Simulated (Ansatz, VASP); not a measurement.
# TiAl3 in two plane-wave programs, part 2 of 2

One calculation is typed for both programs; each brings its own data sets. How far apart do they land? The cell is taken from a series of runs on this material, whose earlier steps may have relaxed, scaled, displaced or heated it; both programs get it as it stands.

VASP 6.6.1 and Ansatz 0.2.0.

So far: Set-up; VASP: zone-centre phonons, PBEsol.

## Step 2: VASP: zone-centre phonons, PBEsol (continued)

Level of this step: PBEsol; plane waves and PAW (Al, Ti_sv) (VASP).

Numbers of over 12 decimals in the logs are rounded to 6 here.

OUTCAR, selected parts (step 2):

```text
ion  position               nearest neighbor table
   1  0.500  0.500  0.000-   4 2.69   4 2.69   4 2.69   4 2.69   3 2.86   2 2.86   3 2.86   2 2.86
                             3 2.86   3 2.86   2 2.86   2 2.86
   2  0.750  0.250  0.500-   3 2.69   3 2.69   3 2.69   3 2.69   4 2.86   1 2.86   4 2.86   4 2.86
                             1 2.86   1 2.86   4 2.86   1 2.86
   3  0.250  0.750  0.500-   2 2.69   2 2.69   2 2.69   2 2.69   4 2.86   1 2.86   4 2.86   1 2.86
                             4 2.86   4 2.86   1 2.86   1 2.86
   4  0.000  0.000  0.000-   1 2.69   1 2.69   1 2.69   1 2.69   3 2.86   2 2.86   3 2.86   3 2.86
                             2 2.86   2 2.86   3 2.86   2 2.86

  LATTYP: Found a body centered tetragonal cell.
 ALAT       =     3.8023316458
 C/A-ratio  =     2.2417868106

 Subroutine GETGRP returns: Found 16 space group operations
 (whereof 16 operations were pure point group operations)

The static configuration has the point symmetry D_4h.

 Found    349 irreducible k-points:

   k-points           NKPTS =    349   k-points in BZ     NKDIM =    349   number of bands    NBANDS=     16

   dimension x,y,z NGX =    40 NGY =   40 NGZ =   40
   dimension x,y,z NGXF=    80 NGYF=   80 NGZF=   80

   ENCUT  =  500.0 eV  36.75 Ry    6.06 a.u.   9.19  9.19  9.19*2*pi/ulx,y,z

   NELECT =      21.0000    total number of electrons

 k-points in reciprocal lattice and weights: Automatic mesh
   0.00000000  0.00000000  0.00000000       0.000
   0.06250000  0.00000000 -0.00000000       0.002
   0.12500000  0.00000000 -0.00000000       0.002
   0.18750000  0.00000000 -0.00000000       0.002
   0.25000000  0.00000000 -0.00000000       0.002
   0.31250000  0.00000000  0.00000000       0.002
   0.37500000  0.00000000 -0.00000000       0.002
   0.43750000  0.00000000 -0.00000000       0.002
   0.50000000  0.00000000 -0.00000000       0.001
[...]
-0.43750000 -0.43750000  0.43750000       0.000
   0.50000000  0.50000000  0.50000000       0.000

 average (electrostatic) potential at core
       1 -71.0724       2 -70.9820       3 -70.9820       4 -71.7135

  Total        0.4921490      0.4921490      0.4822929      0.0000000     -0.0000000      0.0000000
  in kB       12.7965493     12.7965493     12.5402789      0.0000000     -0.0000000      0.0000000
  external PRESSURE =      12.7111259 kB  Pullay stress =       0.0000000 kB

  energy-cutoff  :      500.00
  volume of cell :       61.62
      direct lattice vectors                 reciprocal lattice vectors
    -1.901165823  1.901165823  4.262008467     0.000000000  0.262996522  0.117315581
     1.901165823 -1.901165823  4.262008467     0.262996522  0.000000000  0.117315581
     1.901165823  1.901165823 -4.262008467     0.262996522  0.262996522  0.000000000

 POSITION                                       TOTAL-FORCE (eV/Angst)
 -----------------------------------------------------------------------------------
      0.00000      0.00000      4.26201        -0.000000     -0.000000      0.000000
     -0.00000      1.90117      2.13100         0.000000      0.000000      0.000000
      1.90117     -0.00000      2.13100        -0.000000     -0.000000     -0.000000
      0.00000      0.00000      0.00000        -0.000000     -0.000000      0.000000
 -----------------------------------------------------------------------------------
    total drift:                               -0.000000     -0.000000     -0.000000

 Eigenvectors and eigenvalues of the dynamical matrix
 ----------------------------------------------------

   1 f  =   10.687050 THz    67.148713 2PiTHz  356.481604 cm-1    44.198066 meV
             X         Y         Z           dx          dy          dz
      0.000000  0.000000  4.262008     0.798687    0.067331    0.000000
     -0.000000  1.901166  2.131004    -0.002203   -0.000186   -0.000000
      1.901166 -0.000000  2.131004    -0.002203   -0.000186    0.000000
      0.000000  0.000000  0.000000    -0.595847   -0.050231    0.000000

   2 f  =   10.687050 THz    67.148713 2PiTHz  356.481604 cm-1    44.198066 meV
             X         Y         Z           dx          dy          dz
      0.000000  0.000000  4.262008    -0.067331    0.798687   -0.000000
     -0.000000  1.901166  2.131004     0.000186   -0.002203    0.000000
      1.901166 -0.000000  2.131004     0.000186   -0.002203    0.000000
      0.000000  0.000000  0.000000     0.050231   -0.595847   -0.000000

   3 f  =   10.482408 THz    65.862911 2PiTHz  349.655489 cm-1    43.351736 meV
             X         Y         Z           dx          dy          dz
      0.000000  0.000000  4.262008     0.000000    0.000000   -0.000000
     -0.000000  1.901166  2.131004    -0.004429    0.707093    0.000000
      1.901166 -0.000000  2.131004     0.004429   -0.707093   -0.000000
      0.000000  0.000000  0.000000    -0.000000   -0.000000   -0.000000

   4 f  =   10.482408 THz    65.862911 2PiTHz  349.655489 cm-1    43.351736 meV
             X         Y         Z           dx          dy          dz
      0.000000  0.000000  4.262008     0.000000    0.000000    0.000000
     -0.000000  1.901166  2.131004    -0.707093   -0.004429   -0.000000
      1.901166 -0.000000  2.131004     0.707093    0.004429    0.000000
      0.000000  0.000000  0.000000    -0.000000    0.000000    0.000000

   5 f  =   10.073886 THz    63.296094 2PiTHz  336.028675 cm-1    41.662227 meV
             X         Y         Z           dx          dy          dz
      0.000000  0.000000  4.262008    -0.000000    0.000000    0.382436
     -0.000000  1.901166  2.131004    -0.000000   -0.000000   -0.538968
      1.901166 -0.000000  2.131004    -0.000000   -0.000000   -0.538968
      0.000000  0.000000  0.000000     0.000000   -0.000000    0.522272

   6 f  =    7.907816 THz    49.686271 2PiTHz  263.776338 cm-1    32.704083 meV
             X         Y         Z           dx          dy          dz
      0.000000  0.000000  4.262008    -0.000000    0.000000    0.000000
     -0.000000  1.901166  2.131004    -0.000000   -0.000000   -0.707107
      1.901166 -0.000000  2.131004    -0.000000   -0.000000    0.707107
      0.000000  0.000000  0.000000     0.000000   -0.000000   -0.000000

   7 f  =    6.947158 THz    43.650278 2PiTHz  231.732232 cm-1    28.731122 meV
             X         Y         Z           dx          dy          dz
      0.000000  0.000000  4.262008    -0.383204    0.037399    0.000000
     -0.000000  1.901166  2.131004     0.536557   -0.052366    0.000000
      1.901166 -0.000000  2.131004     0.536557   -0.052366    0.000000
      0.000000  0.000000  0.000000    -0.517623    0.050518   -0.000000

   8 f  =    6.947158 THz    43.650278 2PiTHz  231.732232 cm-1    28.731122 meV
             X         Y         Z           dx          dy          dz
      0.000000  0.000000  4.262008    -0.037399   -0.383204   -0.000000
     -0.000000  1.901166  2.131004     0.052366    0.536557   -0.000000
      1.901166 -0.000000  2.131004     0.052366    0.536557    0.000000
      0.000000  0.000000  0.000000    -0.050518   -0.517623    0.000000

   9 f  =    6.226076 THz    39.119588 2PiTHz  207.679534 cm-1    25.748969 meV
             X         Y         Z           dx          dy          dz
      0.000000  0.000000  4.262008     0.000000   -0.000000    0.802037
     -0.000000  1.901166  2.131004    -0.000000    0.000000   -0.004816
      1.901166 -0.000000  2.131004    -0.000000    0.000000   -0.004816
      0.000000  0.000000  0.000000     0.000000   -0.000000   -0.597236

  10 f/i=    0.002861 THz     0.017975 2PiTHz    0.095428 cm-1     0.011831 meV
             X         Y         Z           dx          dy          dz
      0.000000  0.000000  4.262008     0.435138    0.141342   -0.000000
     -0.000000  1.901166  2.131004     0.435177    0.141355   -0.000000
      1.901166 -0.000000  2.131004     0.435177    0.141355   -0.000000
      0.000000  0.000000  0.000000     0.580050    0.188413   -0.000000

  11 f/i=    0.002861 THz     0.017975 2PiTHz    0.095428 cm-1     0.011831 meV
             X         Y         Z           dx          dy          dz
      0.000000  0.000000  4.262008    -0.141342    0.435138   -0.000000
     -0.000000  1.901166  2.131004    -0.141355    0.435177   -0.000000
      1.901166 -0.000000  2.131004    -0.141355    0.435177   -0.000000
      0.000000  0.000000  0.000000    -0.188413    0.580050   -0.000000

  12 f/i=    0.009164 THz     0.057582 2PiTHz    0.305693 cm-1     0.037901 meV
             X         Y         Z           dx          dy          dz
      0.000000  0.000000  4.262008    -0.000000   -0.000000   -0.458780
     -0.000000  1.901166  2.131004    -0.000000   -0.000000   -0.457701
      1.901166 -0.000000  2.131004    -0.000000   -0.000000   -0.457701
      0.000000  0.000000  0.000000    -0.000000   -0.000000   -0.608721

 ELASTIC MODULI CONTR FROM IONIC RELAXATION (kBar)
 Direction    XX          YY          ZZ          XY          YZ          ZX
 --------------------------------------------------------------------------------
 XX          -3.2238      3.2238      0.0000      0.0000     -0.0000      0.0000
 YY           3.2238     -3.2238      0.0000      0.0000      0.0000     -0.0000
 ZZ           0.0000      0.0000      0.0000      0.0000      0.0000      0.0000
 XY           0.0000      0.0000      0.0000      0.0000      0.0000      0.0000
 YZ          -0.0000      0.0000      0.0000      0.0000    -13.4184     -0.0000
 ZX           0.0000     -0.0000      0.0000      0.0000     -0.0000    -15.5239
 --------------------------------------------------------------------------------
```

This run has no spin polarisation. Its electron count is odd, so without a moment it is a metal by construction.

## Step 3: Ansatz: zone-centre phonons, PBEsol

Ansatz runs on its PAW soft_1 files.

The same cell, functional, mesh and smearing now go to Ansatz, which takes its cutoff from its data sets.

Input file input.yaml:

```yaml
crystal:
  lattice:
    - [-1.9011658229, 1.9011658229, 4.2620084665]
    - [1.9011658229, -1.9011658229, 4.2620084665]
    - [1.9011658229, 1.9011658229, -4.2620084665]
  atoms:
    - { symbol: Al, position: [0.5, 0.5, 0.0] }
    - { symbol: Al, position: [0.75, 0.25, 0.5] }
    - { symbol: Al, position: [0.25, 0.75, 0.5] }
    - { symbol: Ti, position: [0.0, 0.0, 0.0] }
kpoints:
  mp_grid: { grid: [16, 16, 16] }
hamiltonian:
  xc: pbesol
  pseudopotentials: { kind: paw, azcp: { folder: soft_1 }, xc_functional: pbe }
scf:
  occupations: { method: methfessel_paxton, width: 0.2 }
output:
  eigenvalues: true
phonons:
  method: dfpt
```

Started as:

```
$ ansatz run input.yaml --threads 4 --pin off --max-ram 16384MiB --backend cpu --events-out ev --progress --plain --runs-dir out
```

What it wrote:

```text
zone centre: on kpoints.mp_grid the ground state, and the responses unless they are solved on pairs of k-points, stand on 621 of the mesh's 4096 k-points, reduced under 4 symmetry operations, with k and −k counted as one. Each operation leaves every solved displacement unchanged or reverses it
Engine: ansatz 0.2.0, aarch64-unknown-linux-gnu
Pseudopotentials: kind: paw
Pseudopotential: Al, paw, valence charge 3, recommended cutoff 420 eV (normal), soft_1/Al.paw.azcp
Pseudopotential: Ti, paw, valence charge 12, recommended cutoff 420 eV (normal), soft_1/Ti.paw.azcp
Functional definition: PBEsol
  exchange = pbesol_x
  correlation = pbesol_c
Crystal: 4 atoms, lattice volume = 61.619 Å³
Basis set: ecut = 420 eV, 1203 PW (Γ), exchange–correlation on 72×72×72 points (8 copies of the dense FFT grid, shifted against one another)
Bands: 15, of which v1, the nominal top of the filled ones, is band 11 counted from 1 (10 counted from 0)
Symmetry: 16 space group operations
k-points: 621 of 4096 (irreducible under 4 space group operations, time reversal used)
Non-local potential: Al, projectors of the file, l = 0: 2, l = 1: 2, l = 2: 1
Non-local potential: Ti, projectors of the file, l = 0: 3, l = 1: 2, l = 2: 3, l = 3: 1
PAW form: soft (Blöchl's): semilocal exchange-correlation on the pseudo side does not see the compensation charge
PAW frozen core: Al, regenerated for the run's functional, and the local potential with it (the file was generated under x = pbe(κ = 0.804, μ = 0.219515), c = pbe(β = 0.066725))
PAW frozen core: Ti, regenerated for the run's functional, and the local potential with it (the file was generated under x = pbe(κ = 0.804, μ = 0.219515), c = pbe(β = 0.066725))
PAW one-centre angular grid: Al, 110 points (default); XC on 64 Gauss nodes
PAW one-centre angular grid: Ti, 590 points (default); XC on 64 Gauss nodes
Initial density: superposition of atomic densities (chi_scale 0.1, normalization cell, long waves kept (reshape's long-wave potential 0.00 eV rms))
Initial wavefunctions: pseudopotential atomic-orbital guess
Functional: x = pbesol(κ = 0.804, μ = 0.123457), c = pbesol(β = 0.046)
SCF iter   1: F=—  HF=-4049.521607 eV  |F-HF|=—  |Δ(HF+E_count)|=         —  Δρ=3.09e-2  dr2=6.73e-1  ethr=3.10e-3  ⟨swp⟩=5.1  Hψ=47384  notcnv=0
preconditioner: auto → Kerker (q_TF=auto, 2.280 Å⁻¹)  [metal: Δε(μ)=0.002 eV  Ē_g=5.643 eV  σ=0.200 eV  W_gap=0.01  n_scr=10 (ndim 8)  ℏωp=17.1 eV  f_vac=0.000  D(μ)=1.61/eV (n_scr^D=10)]
SCF iter   2: F=—  HF=-4049.318154 eV  |F-HF|=—  |Δ(HF+E_count)|=   2.03e-1  S|Δr|=    0.00e0  Δρ=1.92e-2  dr2=2.96e-1  ethr=3.10e-3  ⟨swp⟩=2.0  Hψ=16668  notcnv=0
SCF iter   3: F=—  HF=-4049.163230 eV  |F-HF|=—  |Δ(HF+E_count)|=   1.55e-1  S|Δr|=    0.00e0  Δρ=2.25e-3  dr2=3.45e-3  ethr=1.41e-3  ⟨swp⟩=2.8  Hψ=15531  notcnv=0
SCF iter   4: F=—  HF=-4049.161616 eV  |F-HF|=—  |Δ(HF+E_count)|=   1.61e-3  S|Δr|=    0.00e0  Δρ=5.26e-4  dr2=1.33e-4  ethr=1.64e-5  ⟨swp⟩=2.8  Hψ=15329  notcnv=0
SCF iter   5: F=—  HF=-4049.161571 eV  |F-HF|=—  |Δ(HF+E_count)|=   4.55e-5  S|Δr|=    0.00e0  Δρ=8.83e-5  dr2=7.23e-6  ethr=6.35e-7  ⟨swp⟩=2.0  Hψ=13253  notcnv=0
SCF iter   6: F=—  HF=-4049.161571 eV  |F-HF|=—  |Δ(HF+E_count)|=   8.49e-8  S|Δr|=    0.00e0  Δρ=1.73e-5  dr2=1.91e-7  ethr=3.44e-8  ⟨swp⟩=2.1  Hψ=11090  notcnv=0
SCF iter   7: F=—  HF=-4049.161571 eV  |F-HF|=—  |Δ(HF+E_count)|=   1.10e-7  S|Δr|=    0.00e0  Δρ=2.95e-6  dr2=4.87e-9  ethr=9.10e-10  ⟨swp⟩=2.4  Hψ=12533  notcnv=0
SCF iter   8: F=—  HF=-4049.161571 eV  |F-HF|=—  |Δ(HF+E_count)|=   1.38e-9  S|Δr|=    0.00e0  Δρ=7.54e-7  dr2=4.12e-10  ethr=2.32e-11  ⟨swp⟩=2.8  Hψ=15955  notcnv=0
SCF iter   9: F=-4049.161571 eV  HF=-4049.161571 eV  |F-HF|=1.82e-12  |Δ(HF+E_count)|=  7.91e-11  S|Δr|=    0.00e0  Δρ=1.25e-7  dr2=6.50e-12  ethr=1.00e-12  ⟨swp⟩=4.0  Hψ=38623  notcnv=0
SCF 1 converged in 9 iterations: F = -4049.161571 eV  dr2 = 6.50e-12
  greatest PAW one-centre occupation: 0.998 electrons in one spin orbital (limit 2), on the Ti atom at site 3 (counted from 0), in its partial waves of l = 0
DFPT response loops at Γ: preconditioner auto → Kerker (q_TF=auto, 2.280 Å⁻¹) (partly filled bands, converged f_vac=0.000); β = 1.00, the filter's whole step (`scf.mixing.beta` (0.50) is not read by the response loops under this deck's `scf.mixing.preconditioner`; to damp them name `kerker` or `kerker_dos`, under which they read `scf.mixing.beta`, and type it under 1.00, their step now; both keys bind the ground state too); Broyden in place of MSR1
SCF converged after 9 iterations
Stability not checked: this state was not tested for a lower state beside it, because cold or Methfessel-Paxton smearing, or corrected tetrahedra, fill the levels in a way that the test cannot read (fill_not_monotonic; see scf.lower_state_search)
Free energy (F): -4049.161571 eV
Harris-Foulkes:  -4049.161571 eV  (|F-HF|=1.82e-12)
Internal energy: -4049.162598 eV  (E = F + TS)
E sigma→0 (E₀):  -4049.161828 eV
Entropy (-TS):   0.001027 eV (0.257 meV/atom)
Fermi energy:    9.760998 eV
Step filling:    the computed levels leave a gap of 0.0073 eV = 0.0 smearing widths at the electron count; against every level under it full and every level over it empty, smearing changes F+E_penalty+E_count by +0.266 meV and its σ→0 estimate by +9.49e-3 meV
--- Per-component energies (eV) ---
  E_band       = -147.432749
  E_kinetic    = 352.208059
  E_local      = -1239.995588  (includes V_loc(G=0)·N_el)
  E_nonlocal   = 94.080532
  E_hartree    = 533.126712
  E_xc         = -229.399126
  E_vxc        = -235.507202  (∫ρ·V_xc dr)
  E_paw        = -2388.271026  (= ΣΔE_a)
  E_vpaw       = -184.471870  (= ΣTr[D̂ρ^β])
  E_aug_tail   = -0.000088  (compensation charges beyond the density's cutoff)
  E_ewald      = -1171.108873
  E_core_change = 0.196802  (= ΣΔE_core)
  E_smearing   = 0.001027  (= −TS)
  E_closure    = 0.000000  (closes the sum)
  Σ components = -4049.161571   (vs F -4049.161571, Δ=0.00e0)
--- Band table (eV; the first three rows and the last of 621) ---
  k-point 0: bands = [... 7 lower, 8.3067, 8.5212, 8.5212, 10.6208, 11.5513, 11.5513, 11.9902, 12.3461]
  k-point 1: bands = [... 7 lower, 8.2201, 8.2689, 8.5227, 10.2341, 11.6408, 11.6790, 11.8583, 12.5775]
  k-point 2: bands = [... 7 lower, 7.7013, 8.0062, 8.5228, 9.4599, 11.7003, 11.8343, 11.8385, 12.9071]
  k-point 620: bands = [... 7 lower, 8.8602, 8.8602, 9.5093, 10.4753, 10.4753, 10.7448, 12.8535, 14.6811]
--- Phonons (Γ-DFPT): 6 representative perturbations + reference, on 621 of 4096 k-points (Σ response iterations 18) ---
  k mesh reduced under 4 symmetry operations, with k and −k counted as one. Each operation leaves every solved displacement unchanged or reverses it
  ASR residual: 2.971e-5 → 0.000e0 eV/Å²; symmetrization residual: 3.866e-6 eV/Å²
  ASR residual per site (eV/Å²): 2.39e-5 1.22e-5 1.22e-5 2.97e-5
  Γ frequencies (cm⁻¹): 0.00 0.00 0.00 207.01 231.32 231.32 263.21 334.99 348.49 348.49 356.12 356.12
  non-analytic LO–TO correction: not included (Born effective charges unavailable; polar crystals: no LO–TO splitting at Γ)
```

## Step 4: Differences

Known differences besides the potentials themselves: the cutoff is 420 eV in Ansatz and 500 eV in VASP; Ansatz makes its cores anew for this functional, VASP keeps those of its PBE data sets. Total energies have different zeros and are not compared.

Both answers:

```csv
quantity,Ansatz,VASP,difference
optical mode 1 (cm⁻¹),207.0,207.7,-0.32 %
optical mode 2 to 3 (cm⁻¹),231.3,231.7,-0.18 %
optical mode 4 (cm⁻¹),263.2,263.8,-0.21 %
optical mode 5 (cm⁻¹),335.0,336.0,-0.31 %
optical mode 6 to 7 (cm⁻¹),348.5,349.7,-0.33 %
optical mode 8 to 9 (cm⁻¹),356.1,356.5,-0.10 %
```

Modes are paired by rising frequency, not by their patterns, so a pair may set unlike modes beside each other; they are those without the splitting of longitudinal modes.

## Step 5: What came out

```yaml
r_m_s_difference_of_the_optical_zone_centre_modes_each_program_s_sorted_by_frequency_zone_centre_phonons_pbesol: 0.76 cm⁻¹
```

What this shows: The r.m.s. difference of the optical zone-centre modes, each program's sorted by frequency is 0.76 cm⁻¹ (zone-centre phonons, PBEsol). Such differences can come from data sets, numerical settings and the points named under the comparisons, not from the functional's error against experiment.

[Lines on the potential files, build, host, timing and source positions are cut from VASP's logs without a mark.]

[Logs are printed without paths, hosts, clocks, repeated set-up lines and the standing remarks that a program may print on its own settings, such as how far it seeks lower states.]

[Hosts, paths, dates, database ids (printed as entryN), source tags and the programs' standing remarks are cut or masked in the printed files.]
